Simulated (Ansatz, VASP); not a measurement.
# NbBAu (NbBAu in the AlB2 type) in two plane-wave programs, part 2 of 2

Wanted: the spread between two codes on one cell, functional and k mesh. The cell is generated by rule, not measured, and may not be a known phase. The cell is taken from a series of runs on this material, whose earlier steps may have relaxed, scaled, displaced or heated it; both programs get it as it stands.

VASP 6.6.1 and Ansatz 0.2.0.

So far: Set-up; VASP: relaxation of cell and atoms, PBEsol, pair 1; Ansatz: relaxation of cell and atoms, PBEsol, pair 1.

## 4. Comparison

Known differences besides the potentials themselves: the data sets hold 35 valence electrons in Ansatz (on its PAW soft_1 files) and 27 in VASP; the cutoff is 420 eV in Ansatz and 500 eV in VASP; Ansatz makes its cores anew for this functional, VASP keeps those of its PBE data sets; Ansatz adds a Pulay correction to the stress that steers its cell, VASP none. Total energies have different zeros and are not compared.

Compared:

| quantity | Ansatz | VASP | difference |
| --- | --- | --- | --- |
| volume (Å³) | 41.80 | 41.73 | +0.17 % |
| edge a after relaxation, in the typed setting (Å) | 3.746 | 3.744 | +0.04 % |
| edge c after relaxation, in the typed setting (Å) | 3.440 | 3.437 | +0.09 % |

## 5. Ansatz: relaxation of cell and atoms, PBEsol, pair 2

The relaxed volume is the usual yardstick between codes: in a stiff, nearly cubic crystal its relative difference is about their pressure difference at one cell divided by the bulk modulus.

The cell is taken from a series of runs on this material, whose earlier steps may have relaxed, scaled, displaced or heated it; both programs get it as it stands.

input.yaml

```yaml
crystal:
  lattice:
    - [3.58644, 0.0, 0.0]
    - [-1.79322, 3.10595, 0.0]
    - [0.0, 0.0, 3.76576]
  atoms:
    - { symbol: Nb, position: [0.0, 0.0, 0.0] }
    - { symbol: B, position: [0.33333333, 0.66666667, 0.5] }
    - { symbol: Au, position: [0.66666667, 0.33333333, 0.5] }
kpoints:
  mp_grid: { grid: [9, 9, 8] }
hamiltonian:
  xc: pbesol
  pseudopotentials: { kind: paw, azcp: { folder: soft_1 }, xc_functional: pbe }
scf:
  occupations: { method: gaussian, width: 0.1 }
output:
  forces: true
  stress: true
  eigenvalues: true
relax:
  adjacent_minimum: "off"
  f_tol: 0.005
  max_steps: 80
  cell: { stress_tol: 0.05 }
```

Launch:

```sh
$ ansatz run input.yaml --threads 4 --pin off --max-ram 12288MiB --backend cpu --events-out ev --progress --plain --runs-dir out
```

Numbers of over 12 decimals in the logs are rounded to 6 here.

Output:

```text
[...]
Crystal: 3 atoms, lattice volume = 41.948 Å³
Basis set: ecut = 420 eV, 799 PW (Γ), exchange–correlation on 48×48×54 points (8 copies of the dense FFT grid, shifted against one another)
Bands: 22, of which v1, the nominal top of the filled ones, is band 18 counted from 1 (17 counted from 0)
Symmetry: 12 space group operations
[...]
k-points: 60 of 648 (time reversal used)
[...]
--- Relaxed structure (6 steps of the walk, 5 accepted, 1 SCFs on fresh bases) ---
[...]
cell:  # Å, volume = 41.8026 Å³
    - [3.745820, 0.0, 2.788720088057008e-18]
    - [-1.872910, 3.243975, -1.3943600440285051e-18]
    - [2.9281536648617517e-18, 0, 3.440165]
  atoms:
    - { symbol: Nb, position: [0, 0, 0] }
    - { symbol: B, position: [0.333333, 0.666667, 0.500000] }
    - { symbol: Au, position: [0.666667, 0.333333, 0.500000] }
[key lines of the parts left out:]
SCF converged after 6 iterations
Free energy (F): -17656.575533 eV
Fermi energy:    18.274472 eV
P = ⅓ Tr σ = 0.0063 GPa (0.063 kbar)
```

## 6. VASP: relaxation of cell and atoms, PBEsol, pair 2

The same cell, functional, mesh and smearing now go to VASP, with its own data sets.

INCAR

```
SYSTEM = NbBAu
PREC = Accurate
ENCUT = 500
EDIFF = 1E-07
NELM = 120
ISMEAR = 0
SIGMA = 0.1
LREAL = .FALSE.
ALGO = Normal
GGA = PS
NBANDS = 19
LASPH = .TRUE.
LORBIT = 11
LWAVE = .FALSE.
LCHARG = .FALSE.
ISIF = 3
IBRION = 2
NSW = 80
EDIFFG = -0.005
GGA_COMPAT = .FALSE.
NELMIN = 4
KPAR = 2
```

POSCAR

```
NbBAu
1.0
    3.5864410000      0.0000000000      0.0000000000
   -1.7932210000      3.1059490000      0.0000000000
    0.0000000000      0.0000000000      3.7657600000
Nb B Au
1 1 1
Direct
    0.0000000000      0.0000000000      0.0000000000
    0.3333334799      0.6666667740      0.5000000000
    0.6666667989      0.3333332260      0.5000000000
```

KPOINTS

```
Automatic mesh
0
Gamma
9 9 8
0 0 0
```

The projector-augmented-wave data sets are Nb_sv, B and Au (PBE family, release 64).

Launch:

```sh
$ mpirun -np 2 vasp_std
```

Output:

```text
[banner, memory and clock lines left out]
running    2 mpi-ranks, on    1 nodes
[...]
[... a notice as in an earlier step ...]

 LDA part: xc-table for (Slater+PW92), standard interpolation
 POSCAR, INCAR and KPOINTS ok, starting setup
[...]
entering main loop
       N       E                     dE             d eps       ncg     rms          rms(c)
DAV:   1     0.210581481804E+03    0.21058E+03   -0.14051E+04  2280   0.136E+03
DAV:   2    -0.151085777294E+02   -0.22569E+03   -0.22083E+03  2766   0.429E+02
DAV:   3    -0.244510892279E+02   -0.93425E+01   -0.91633E+01  3916   0.741E+01
DAV:   4    -0.246936867556E+02   -0.24260E+00   -0.24020E+00  2958   0.103E+01
[...]
DAV:  12    -0.212951952342E+02    0.44146E-05   -0.31388E-05  3289   0.598E-02    0.152E-02
DAV:  13    -0.212951960034E+02   -0.76925E-06   -0.36201E-06  2783   0.172E-02    0.186E-03
DAV:  14    -0.212951959578E+02    0.45665E-07   -0.17661E-07  2167   0.359E-03
   1 F= -.21295196E+02 E0= -.21291783E+02  d E =-.212952E+02
[... from here on, the cycles between the ionic steps are left out ...]
   2 F= -.21417463E+02 E0= -.21413096E+02  d E =-.122267E+00
   3 F= -.21419366E+02 E0= -.21414796E+02  d E =-.124170E+00
   4 F= -.21505947E+02 E0= -.21501866E+02  d E =-.865818E-01
   5 F= -.21506197E+02 E0= -.21502104E+02  d E =-.868314E-01
   6 F= -.21506197E+02 E0= -.21502102E+02  d E =-.868311E-01
   7 F= -.21506197E+02 E0= -.21502101E+02  d E =0.611558E-07
   8 F= -.21506203E+02 E0= -.21502107E+02  d E =-.576424E-05
[...]
reached required accuracy - stopping structural energy minimisation
```

Parts of OUTCAR (step 6):

```text
  Total       -0.0053726     -0.0053726      0.0082098      0.0000000     -0.0000000      0.0000000
  in kB       -0.2063029     -0.2063029      0.3152483      0.0000000     -0.0000000      0.0000000
  external PRESSURE =      -0.0324525 kB  Pullay stress =       0.0000000 kB

 POSITION                                       TOTAL-FORCE (eV/Angst)
 -----------------------------------------------------------------------------------
     -0.00000      0.00000     -0.00000        -0.000000      0.000000     -0.000000
     -0.00000      2.16268      1.71682        -0.000000      0.000000      0.000000
      1.87294      1.08134      1.71682         0.000000     -0.000000     -0.000000
 -----------------------------------------------------------------------------------
    total drift:                               -0.000186      0.000110      0.000000

  FREE ENERGIE OF THE ION-ELECTRON SYSTEM (eV)
  ---------------------------------------------------
  free  energy   TOTEN  =       -21.5062025065 eV

  energy  without entropy=      -21.4980117563  energy(sigma->0) =      -21.50210713

[... 2 parts as in an earlier step ...]

[... 2 further parts left out ...]
[key lines of the parts left out:]
E-fermi :  10.4296
```

## 7. Differences

What differs besides the data sets and the points named for the pairs above, as far as they apply: the data sets hold 35 valence electrons in Ansatz (on its PAW soft_1 files) and 27 in VASP. Total energies have different zeros and are not compared.

Both answers:

| quantity | Ansatz | VASP | difference |
| --- | --- | --- | --- |
| volume (Å³) | 41.80 | 41.72 | +0.19 % |
| edge a after relaxation, in the typed setting (Å) | 3.746 | 3.746 | +0.00 % |
| edge c after relaxation, in the typed setting (Å) | 3.440 | 3.434 | +0.19 % |

## 8. VASP: zone-centre phonons, PBEsol

Second derivatives magnify differences that forces hide, and they need a tight electronic threshold.

INCAR

```
SYSTEM = NbBAu
PREC = Accurate
ENCUT = 500
EDIFF = 1E-08
NELM = 120
ISMEAR = 1
SIGMA = 0.2
LREAL = .FALSE.
ALGO = Normal
GGA = PS
NBANDS = 19
LASPH = .TRUE.
LORBIT = 11
LWAVE = .FALSE.
LCHARG = .FALSE.
ISIF = 2
IBRION = 8
GGA_COMPAT = .FALSE.
KPAR = 2
```

POSCAR

```
NbBAu
1.0
    3.7457727697      0.0000000000      0.0000000000
   -1.8728863849      3.2439343754      0.0000000000
    0.0000000000      0.0000000000      3.4399858198
Nb B Au
1 1 1
Direct
    0.0000000000      0.0000000000      0.0000000000
    0.3333333333      0.6666666667      0.5000000000
    0.6666666667      0.3333333333      0.5000000000
```

KPOINTS

```
Automatic mesh
0
Gamma
6 6 4
0 0 0
```

Launch:

```sh
$ mpirun -np 2 vasp_std
```

Output:

```text
[... set-up lines as in an earlier step ...]
 entering main loop
       N       E                     dE             d eps       ncg     rms          rms(c)
DAV:   1     0.214257539257E+03    0.21426E+03   -0.14054E+04   798   0.136E+03
DAV:   2    -0.147514930764E+02   -0.22901E+03   -0.22298E+03   953   0.429E+02
DAV:   3    -0.244752283521E+02   -0.97237E+01   -0.95445E+01  1281   0.760E+01
DAV:   4    -0.248304944981E+02   -0.35527E+00   -0.35402E+00  1141   0.133E+01
[...]
DAV:  15    -0.215180774581E+02    0.38232E-07   -0.35774E-08   897   0.210E-03    0.280E-04
DAV:  16    -0.215180774786E+02   -0.20500E-07   -0.41443E-09   546   0.721E-04    0.817E-05
DAV:  17    -0.215180774735E+02    0.50818E-08   -0.73800E-10   531   0.351E-04
   1 F= -.21518077E+02 E0= -.21516895E+02  d E =-.354746E-02
 Linear response reoptimize wavefunctions to high precision
DAV:   1    -0.215180774734E+02    0.15370E-09   -0.24454E-10   531   0.175E-04
DAV:   2    -0.215180774734E+02   -0.30923E-10   -0.10518E-10   519   0.116E-04
 Linear response DOF=           6
 Linear response progress:
[...]
RMM:  12    -0.281221033353E+00    0.20538E-06    0.78363E-09  5500   0.186E-04    0.754E-06
RMM:  13    -0.281221046135E+00   -0.12782E-07   -0.23995E-09  5664   0.127E-04    0.613E-06
RMM:  14    -0.281221050797E+00   -0.46621E-08    0.26166E-09  5701   0.105E-04    0.432E-06
 first order change of Fermi-energy   0.18421E-04
 force on displaced ion       3 direction 1 : -20.512   0.003   0.000
 Linear response progress:
  Degree of freedom:   6/  6
       N       E                     dE             d eps       ncg     rms          rms(c)
RMM:   1    -0.287076280028E+00   -0.28708E+00   -0.23531E-01  1925   0.324E+00
RMM:   2    -0.281745936093E+00    0.53303E-02   -0.21623E-02  1471   0.845E-01    0.188E-01
RMM:   3    -0.281072444017E+00    0.67349E-03   -0.20128E-03  1618   0.263E-01    0.107E-01
RMM:   4    -0.281345412004E+00   -0.27297E-03   -0.19660E-03  1673   0.212E-01    0.261E-02
[...]
RMM:  13    -0.281368245217E+00    0.15563E-07    0.26675E-08  2102   0.101E-04    0.519E-06
RMM:  14    -0.281368316697E+00   -0.71480E-07   -0.11210E-09  2110   0.745E-05    0.138E-06
RMM:  15    -0.281368314346E+00    0.23508E-08   -0.11436E-08  2052   0.616E-05    0.351E-07
 first order change of Fermi-energy  -0.62432E-03
 force on displaced ion       3 direction 3 :  -0.000   0.000  -9.679
 Linear response finished
```

From OUTCAR (step 8):

```text
  Total       -0.1156014     -0.1156014     -0.2680519      0.0000000      0.0000000      0.0000000
  in kB       -4.4310183     -4.4310183    -10.2744689      0.0000000      0.0000000      0.0000000
  external PRESSURE =      -6.3788351 kB  Pullay stress =       0.0000000 kB

 POSITION                                       TOTAL-FORCE (eV/Angst)
 -----------------------------------------------------------------------------------
      0.00000      0.00000      0.00000        -0.000000      0.000000      0.000000
     -0.00000      2.16262      1.71999         0.000000     -0.000000      0.000000
      1.87289      1.08131      1.71999        -0.000000      0.000000      0.000000
 -----------------------------------------------------------------------------------
    total drift:                                0.000001     -0.000000      0.000000

[... 2 further parts left out ...]
```

## 9. Ansatz: zone-centre phonons, PBEsol

The same cell, functional, mesh and smearing now go to Ansatz, which takes its cutoff from its data sets.

The cell is taken from a series of runs on this material, whose earlier steps may have relaxed, scaled, displaced or heated it; both programs get it as it stands.

input.yaml

```yaml
crystal:
  lattice:
    - [3.7457727697, 0.0, 0.0]
    - [-1.8728863849, 3.2439343754, 0.0]
    - [0.0, 0.0, 3.4399858198]
  atoms:
    - { symbol: Nb, position: [0.0, 0.0, 0.0] }
    - { symbol: B, position: [0.3333333333, 0.6666666667, 0.5] }
    - { symbol: Au, position: [0.6666666667, 0.3333333333, 0.5] }
kpoints:
  mp_grid: { grid: [6, 6, 4] }
hamiltonian:
  xc: pbesol
  pseudopotentials: { kind: paw, azcp: { folder: soft_1 }, xc_functional: pbe }
scf:
  occupations: { method: methfessel_paxton, width: 0.2 }
output:
  eigenvalues: true
phonons:
  method: dfpt
  qmesh: [2, 2, 2]
  temperatures: { t_max: 1000, t_step: 50 }
  qpath:
    path:
      - [[0.0, 0.0, 0.0], [0.5, 0.0, 0.0], [0.33333333, 0.33333333, 0.0], [0.0, 0.0, 0.0], [0.0, 0.0, 0.5], [0.5, 0.0, 0.5], [0.33333333, 0.33333333, 0.5], [0.0, 0.0, 0.5]]
      - [[0.5, 0.0, 0.5], [0.5, 0.0, 0.0]]
      - [[0.33333333, 0.33333333, 0.5], [0.33333333, 0.33333333, 0.0]]
    npoints: 10
```

Launch:

```sh
$ ansatz run input.yaml --threads 4 --pin off --max-ram 12288MiB --backend cpu --events-out ev --progress --plain --runs-dir out
```

Output:

```text
[...]
Crystal: 3 atoms, lattice volume = 41.799 Å³
Basis set: ecut = 420 eV, 851 PW (Γ), exchange–correlation on 54×54×48 points (8 copies of the dense FFT grid, shifted against one another)
Bands: 22, of which v1, the nominal top of the filled ones, is band 18 counted from 1 (17 counted from 0)
Symmetry: 12 space group operations
k-points: 21 of 144 (time reversal used)
[...]
largest difference from the sums on the solved wave vectors: F 6.23e-2 eV, S 8.70e-5 and C_V 2.71e-5 eV/K
  zero-point energy: 0.123980 eV/cell   skipped modes (ω ≤ 0): 422, of them read as no rigid motion or as one in doubt: 419 (9.624e-1 modes/cell left out, lowest -117.04 cm⁻¹)   left out of the sums: 1.07e-1 of the cell's modes: C_V's classical limit lies that fraction below 3 k_B per atom; for a crystal, a wire or a layer, F and S can be off by more, and a phonons.interpolated_qmesh denser along its periods is the remedy for the sampling
[key lines of the parts left out:]
SCF converged after 11 iterations
Free energy (F): -17656.587261 eV
Fermi energy:    18.132117 eV
```

## 10. Comparison

What differs besides the data sets and the points named for the pairs above, as far as they apply: VASP's run holds the zone centre alone; the data sets hold 35 valence electrons in Ansatz (on its PAW soft_1 files) and 27 in VASP. Total energies have different zeros and are not compared.

Compared:

| quantity | Ansatz | VASP | difference |
| --- | --- | --- | --- |
| optical mode 1 (imaginary, printed as negative) (cm⁻¹) | -88.5 | -87.8 | -0.6 |
| optical mode 2 to 3 (cm⁻¹) | 197.9 | 198.1 | -0.09 % |
| optical mode 4 (cm⁻¹) | 206.1 | 205.8 | +0.14 % |
| optical mode 5 to 6 (cm⁻¹) | 526.8 | 529.7 | -0.55 % |

Modes are paired by rising frequency, not by their patterns, so a pair may set unlike modes beside each other; they are those without the splitting of longitudinal modes.

## 11. Summary of results

```
difference in volume (relaxation of cell and atoms, PBEsol, pair 1)                                                  : 0.17 %
difference in edge c after relaxation, in the typed setting (relaxation of cell and atoms, PBEsol, pair 2)           : 0.19 %
r.m.s. difference of the optical zone-centre modes, each program's sorted by frequency (zone-centre phonons, PBEsol) : 1.7 cm⁻¹
difference in optical mode 5 to 6 (zone-centre phonons, PBEsol)                                                      : -0.6 %
```

The difference in edge c after relaxation, in the typed setting is 0.19 % (relaxation of cell and atoms, PBEsol, pair 2), within the 1.2 % picked in this series as the mark of a large difference, as far as the stopping tolerances let one tell. The data sets hold unlike numbers of valence electrons (35 in Ansatz and 27 in VASP), so part of the differences comes from the potentials. Among the rows given in per cent, the largest difference of the zone-centre phonons, PBEsol pair is in optical mode 5 to 6, -0.6 %. Such differences can come from data sets, numerical settings and the points named under the comparisons, not from the functional's error against experiment.

[Lines on the potential files, build, host, timing and source positions are cut from VASP's logs without a mark.]

[Logs are printed without paths, hosts, clocks, repeated set-up lines and the standing remarks that a program may print on its own settings, such as how far it seeks lower states.]

[Hosts, paths, dates, database ids (printed as entryN), source tags and the programs' standing remarks are cut or masked in the printed files.]
